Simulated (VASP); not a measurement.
VASP runs on TmN (a trial cell in the CsCl structure, space group Pm-3m) share one base input (PBE GGA, plane waves, VASP's PBE PAW potentials (set 64)) and change the settings named in each case.

File POSCAR:
```
TmN
2.850
  1.0000000000   0.0000000000   0.0000000000
  0.0000000000   1.0000000000   0.0000000000
  0.0000000000   0.0000000000   1.0000000000
Tm N
1 1
Direct
  0.0000000000   0.0000000000   0.0000000000
  0.5000000000   0.5000000000   0.5000000000
```

### KPOINTS
```
Automatic mesh
0
Gamma
8 8 8
0 0 0
```

**INCAR**
```
ENCUT = 520   ! plane-wave cut-off (eV)
ALGO = Normal
LCHARG = .FALSE.
EDIFF = 1E-6
PREC = Accurate
LREAL = .FALSE.   ! projection in real space or not
NELM = 100   ! most electronic steps
LMAXMIX = 6   ! l cut-off of mixed one-centre charges
SIGMA = 0.05   ! width (eV)
GGA = PE   ! PBE
LASPH = .TRUE.   ! aspherical one-centre terms
LWAVE = .FALSE.
SYSTEM = TmN
ISIF = 2
ISMEAR = 0   ! Gaussian
```

POTCAR, in this order: Tm_3 N (PBE.64 set). Program: vasp_std.

| change | electronic steps |
|---|---|
| base run | 13 |
| AMIX = 0.05, BMIX = 1.0, IMIX = 1 (not converged) | 100 |
| AMIX = 0.6, BMIX = 0.0001, IMIX = 4 | 13 |
| AMIX = 1.0, BMIX = 1.0, IMIX = 4 | 14 |
| AMIX = 0.2, BMIX = 3.0, IMIX = 4 | 15 |
| AMIX = 0.2, BMIX = 0.0001, IMIX = 1 | 31 |
 The 4f electrons are frozen in the core of the lanthanide potential, so 4f levels, which can set the real gap, and their magnetism are missing.

Left out are runs that ran out of time, are held back, or changed the cell or the kind of run, fixed moments of cells without a moment, rows past the twelfth, gaps on odd meshes, pressures of charged cells and columns that move by less than the noise.

The structure was generated: TmN was put into the CsCl type (Pm-3m), which need not be its known phase. The cell was not relaxed at this level.
